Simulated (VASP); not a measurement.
# TiMoSe4 (P-6m2) in VASP: further runs

The runs below take TiMoSe4 through relaxation of cell and atoms, with PBE.

Everything below comes from runs of VASP 6.6.1. Logs are shortened: lines on timing, memory, paths and dates and some standing lists are left out, and cuts for length are marked.

## 1. The crystal as given

Symmetry: P-6m2, No. 187, hexagonal system. The conventional cell has a = 3.388 Å, b = 3.388 Å, c = 13.519 Å, α = 90.00°, β = 90.00°, γ = 120.00°. Around Ti (site symmetry -6m2) lie 6 Se at 2.59 Å. Mo (site symmetry -6m2) is surrounded by 6 Se at 2.56 Å. Se (site symmetry 3m) has 3 Ti at 2.59 Å as nearest neighbours. Around Se (site symmetry 3m) lie 3 Mo at 2.56 Å.

The cell was built by a generator and needn't be a form met in nature.

## 2. Relaxation of cell and atoms, PBE

The input, INCAR:

```
PREC = Normal
ENCUT = 520
EDIFF = 1E-4
ISMEAR = 0
SIGMA = 0.15
LREAL = F
LASPH = T
NELM = 60
ALGO = Fast
ISIF = 3
LWAVE = F
LCHARG = F
GGA = PE
IBRION = 2
NSW = 24
EDIFFG = -0.08
```

The input, KPOINTS:

```
regular mesh
0
Gamma
  5 5 1
```

The input, POSCAR:

```
TiMoSe4
1.0
    3.3883432300      0.0000000000      0.0000000000
   -1.6941716100      2.9343913100      0.0000000000
    0.0000000000      0.0000000000     13.5189274600
Ti Mo Se
1 1 4
Direct
    0.6666666700      0.3333333300      0.5000000000
    0.6666666700      0.3333333300      0.0000000000
    0.3333333300      0.6666666700      0.6259580300
    0.0000000000      0.0000000000      0.8781179800
    0.0000000000      0.0000000000      0.1218820200
    0.3333333300      0.6666666700      0.3740419700
```

Potentials or basis: VASP PAW PBE potentials, release 64 (Ti_sv, Mo_sv, Se).

Run with:

```sh
> cat potpaw_PBE.64/Ti_sv/POTCAR potpaw_PBE.64/Mo_sv/POTCAR potpaw_PBE.64/Se/POTCAR > POTCAR
> mpirun -np 1 vasp_std > vasp.out
```

OUTCAR:

```text
PREC = Normal
   ENCUT = 520
   EDIFF = 1E-4
   ISMEAR = 0
   LREAL = F
   LASPH = T
   NELM = 60
   ISIF = 3
   GGA = PE
   IBRION = 2
   NSW = 24
   EDIFFG = -0.08

 ion  position               nearest neighbor table
   1  0.667  0.333  0.500-   3 2.59   6 2.59   3 2.59   6 2.59   3 2.59   6 2.59
   2  0.667  0.333  0.000-   4 2.56   5 2.56   4 2.56   5 2.56   4 2.56   5 2.56
   3  0.333  0.667  0.626-   1 2.59   1 2.59   1 2.59
   4  0.000  0.000  0.878-   2 2.56   2 2.56   2 2.56
   5  0.000  0.000  0.122-   2 2.56   2 2.56   2 2.56
   6  0.333  0.667  0.374-   1 2.59   1 2.59   1 2.59

  LATTYP: Found a hexagonal cell.
 ALAT       =     3.3883432300
 C/A-ratio  =     3.9898341291

  Lattice vectors:

 A1 = (   3.3883432300,   0.0000000000,   0.0000000000)
 A2 = (  -1.6941716100,   2.9343913100,   0.0000000000)
 A3 = (   0.0000000000,   0.0000000000,  13.5189274600)

Analysis of symmetry for initial positions (statically):
=====================================================================
 Subroutine PRICEL returns:
 Original cell was already a primitive cell.

 Routine SETGRP: Setting up the symmetry group for a
 hexagonal supercell.

 Subroutine GETGRP returns: Found 12 space group operations
 (whereof 12 operations were pure point group operations)
 out of a pool of 24 trial point group operations.

The static configuration has the point symmetry D_3h.

Analysis of symmetry for dynamics (positions and initial velocities):
=====================================================================
 Subroutine PRICEL returns:
 Original cell was already a primitive cell.

 Routine SETGRP: Setting up the symmetry group for a
 hexagonal supercell.

 Subroutine GETGRP returns: Found 12 space group operations
 (whereof 12 operations were pure point group operations)
 out of a pool of 24 trial point group operations.

The dynamic configuration has the point symmetry D_3h.

 Subroutine INISYM returns: Found 12 space group operations
 (whereof 12 operations are pure point group operations),
 and found     1 'primitive' translations

----------------------------------------------------------------------------------------

                                     Primitive cell

  volume of cell :     134.4150

  direct lattice vectors                    reciprocal lattice vectors
     3.388343230  0.000000000  0.000000000     0.295129487  0.170393089  0.000000000
    -1.694171610  2.934391310  0.000000000     0.000000000  0.340786178  0.000000000
     0.000000000  0.000000000 13.518927460     0.000000000  0.000000000  0.073970365

  length of vectors
     3.388343230  3.388343224 13.518927460     0.340786178  0.340786178  0.073970365

  position of ions in fractional coordinates (direct lattice)
     0.666666670  0.333333330  0.500000000
     0.666666670  0.333333330  0.000000000
     0.333333330  0.666666670  0.625958030
     0.000000000  0.000000000  0.878117980
     0.000000000  0.000000000  0.121882020
     0.333333330  0.666666670  0.374041970

  ion indices of the primitive-cell ions
   primitive index   ion index
                 1           1
                 2           2
                 3           3
                 4           4
                 5           5
                 6           6

----------------------------------------------------------------------------------------

 KPOINTS: regular mesh

Automatic generation of k-mesh.
 Grid dimensions read from file:
 generate k-points for:    5    5    1

 Generating k-lattice:

  Cartesian coordinates                     Fractional coordinates (reciprocal lattice)
     0.059025897  0.034078618  0.000000000     0.200000000  0.000000000  0.000000000
     0.000000000  0.068157236  0.000000000     0.000000000  0.200000000  0.000000000
     0.000000000  0.000000000  0.073970365     0.000000000  0.000000000  1.000000000

  Length of vectors
     0.068157236  0.068157236  0.073970365

  Shift w.r.t. Gamma in fractional coordinates (k-lattice)
     0.000000000  0.000000000  0.000000000

[... 42 lines left out ...]
  energy-cutoff  :      520.00
  volume of cell :      134.41
 maximum number of plane-waves:      3631
   NGX = 13   NGY = 13   NGZ = 51

--------------------------------------- Ionic step        1  -------------------------------------------

 number of electron      50.0000006 magnetization

 Free energy of the ion-electron system (eV)
  ---------------------------------------------------
  ext. energy  EPLUGINS =         0.00000000
  ---------------------------------------------------
  free energy    TOTEN  =       -37.63890360 eV

  energy without entropy =      -37.62010433  energy(sigma->0) =      -37.62950396

------------------------ aborting loop because EDIFF is reached ----------------------------------------

  FORCE on cell =-STRESS in cart. coord.  units (eV):
  Direction    XX          YY          ZZ          XY          YZ          ZX
  --------------------------------------------------------------------------------------
  -------------------------------------------------------------------------------------
  Total        0.2645311      0.2645311     -1.7406169      0.0000000      0.0000000     -0.0000000
  in kB        3.1531140      3.1531139    -20.7475159      0.0000000      0.0000000     -0.0000000
  external PRESSURE =      -4.8137627 kB  Pullay stress =       0.0000000 kB
[... 101 lines left out ...]
  FREE ENERGIE OF THE ION-ELECTRON SYSTEM (eV)
  ---------------------------------------------------
  free  energy   TOTEN  =       -37.6728411775 eV

  energy  without entropy=      -37.6611962074  energy(sigma->0) =      -37.66701869

[... ionic steps 4 to 14 ...]

--------------------------------------- Ionic step       15  -------------------------------------------

 number of electron      50.0000010 magnetization

------------------------ aborting loop because EDIFF is reached ----------------------------------------
[... 75 lines left out ...]
--------------------------------------- Ionic step       17  -------------------------------------------

 number of electron      50.0000005 magnetization

 Free energy of the ion-electron system (eV)
  ---------------------------------------------------
  ext. energy  EPLUGINS =         0.00000000
  ---------------------------------------------------
  free energy    TOTEN  =       -37.71853728 eV

  energy without entropy =      -37.70883690  energy(sigma->0) =      -37.71368709

 E-fermi :   3.8804     XC(G=0):  -9.4595

 val. band max:        3.8169022868   @ k =   0.0000   0.0000   0.0000
 cond. band min:       4.0499585333   @ k =   0.4000   0.0000   0.0000
 fundamental gap:      0.2330562464
 Fermi energy:         3.8804270089

 k-point     1 :       0.0000    0.0000    0.0000
  band No.  band energies     occupation
      1     -57.0945      2.00000
      2     -53.1754      2.00000
      3     -31.1873      2.00000
      4     -31.1022      2.00000
      5     -31.1022      2.00000
      6     -29.4148      2.00000
[... 22 lines left out ...]
     29       6.7171      0.00000
     30       6.7178      0.00000

 k-point     2 :       0.2000    0.0000    0.0000
  band No.  band energies     occupation
      1     -57.0894      2.00000
      2     -53.1713      2.00000
      3     -31.1744      2.00000
      4     -31.1649      2.00000
      5     -31.1168      2.00000
      6     -29.4574      2.00000
[... 22 lines left out ...]
     29       6.1253      0.00000
     30       6.3735      0.00000

 k-point     3 :       0.4000    0.0000    0.0000
  band No.  band energies     occupation
      1     -57.0813      2.00000
      2     -53.1647      2.00000
      3     -31.2648      2.00000
      4     -31.1536      2.00000
      5     -31.1401      2.00000
      6     -29.5257      2.00000
[... 22 lines left out ...]
     29       6.0246      0.00000
     30       6.3236      0.00000

 k-point     4 :       0.2000    0.2000    0.0000
  band No.  band energies     occupation
      1     -57.0828      2.00000
      2     -53.1660      2.00000
      3     -31.2300      2.00000
      4     -31.1576      2.00000
      5     -31.1518      2.00000
      6     -29.5019      2.00000
[... 22 lines left out ...]
     29       6.0992      0.00000
     30       6.1717      0.00000

 k-point     5 :       0.4000    0.2000    0.0000
  band No.  band energies     occupation
      1     -57.0787      2.00000
      2     -53.1627      2.00000
      3     -31.2613      2.00000
      4     -31.1820      2.00000
      5     -31.1471      2.00000
      6     -29.5232      2.00000
[... 55 lines left out ...]
  FREE ENERGIE OF THE ION-ELECTRON SYSTEM (eV)
  ---------------------------------------------------
  free  energy   TOTEN  =       -37.7185372756 eV

  energy  without entropy=      -37.7088368980  energy(sigma->0) =      -37.71368709

 reached required accuracy - stopping structural energy minimisation
```

Wall time 1.7 min (1 thread of Intel Xeon 6975P-C (Granite Rapids), shared host); peak memory 0.19 GiB.

Results:

```
Free energy                            : -37.7185 eV
Relaxed volume                         : 23.97 Å³/atom
Relaxed cell                           : a = 3.412 Å, b = 3.412 Å, c = 14.263 Å, α = 90.00°, β = 90.00°, γ = 120.00°
Space group after relaxing (to 0.05 Å) : P-6m2 (No. 187)
Energy gained by relaxing              : 13.3 meV/atom
Ionic steps                            : 17
Pressure after relaxing                : 0.0 GPa
Largest force after relaxing           : 0.035 eV/Å
Band gap on the k mesh                 : 0.23 eV, indirect (least direct gap 0.71 eV)
```

Forces in eV/Å, atoms in the order of the input:
```
Ti   0.000  0.000  0.000
Mo   0.000  0.000  0.000
Se   0.000  0.000 -0.035
Se   0.000  0.000  0.033
Se   0.000  0.000 -0.033
Se   0.000  0.000  0.035
```

Stress tensor (GPa, compression positive):
```
-0.07  0.00  0.00
 0.00 -0.07  0.00
 0.00  0.00  0.13
```

The path:
```tsv
step	energy change (eV)	largest force (eV/Å)	pressure (GPa)	volume (Å³)
1	0.0000	0.7294	-0.48	134.41
2	-0.0328	0.3084	1.58	133.10
3	-0.0339	0.2547	1.33	133.28
4	-0.0462	0.1394	-0.28	136.11
5	-0.0480	0.0429	0.09	135.37
6	-0.0506	0.1110	-0.17	135.69
7	-0.0516	0.1664	-0.23	135.95
8	-0.0533	0.1317	0.04	135.87
9	-0.0549	0.0217	0.74	135.63
10	-0.0558	0.0147	0.83	135.77
11	-0.0578	0.0056	0.73	136.18
12	-0.0611	0.0333	1.00	137.01
13	-0.0647	0.1011	1.30	138.65
14	-0.0694	0.0470	1.01	139.60
15	-0.0761	0.1129	-0.13	142.46
16	-0.0774	0.0967	-0.08	142.80
17	-0.0796	0.0354	0.00	143.84
```

Final structure:
```
CELL_PARAMETERS angstrom
3.41242 0.00000 0.00000
-1.70621 2.95524 0.00000
0.00000 0.00000 14.26313
ATOMIC_POSITIONS crystal
Ti 0.66667 0.33333 0.50000
Mo 0.66667 0.33333 0.00000
Se 0.33333 0.66667 0.61498
Se 0.00000 0.00000 0.88496
Se 0.00000 0.00000 0.11504
Se 0.33333 0.66667 0.38502
```

Caveat: the k mesh is coarse (spacing up to 0.46 Å⁻¹), so the values aren't converged; an odd mesh through Γ misses points on the zone boundary, where band edges often lie; this functional lacks dispersion, which binds the layers, so the pressure and a relaxed spacing across them are unreliable; the relaxation stopped at a loose force limit of 0.08 eV/Å, so its end isn't a converged minimum.

[end of part 1 of 2]
